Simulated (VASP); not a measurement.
Here is the system:

```
CELL_PARAMETERS angstrom
      0.00000     2.66864     2.66864
      2.66864     0.00000     2.66864
      2.66864     2.66864     0.00000
ATOMIC_POSITIONS crystal
  Ca 0.00000 0.00000 0.00000
```

The numbers are results of LDA (Ceperley-Alder, Perdew-Zunger), VASP's LDA PAW potentials (set 64) (plane waves; VASP), not measurements. Numerical set-up: 520 eV cut-off, Gaussian smearing of 0.050 eV, potentials Ca_sv.

Question: Predict the band gap (along the path) with the smallest direct gap where there is one.

Answer: 
The band gap (along the path) is none (metal, semimetal or under 0.01 eV).

Total energies compare only between runs with the same potentials, cut-off and functional.

The compound is Ca in the fcc structure. It was relaxed first, which changed the volume by -12 %.
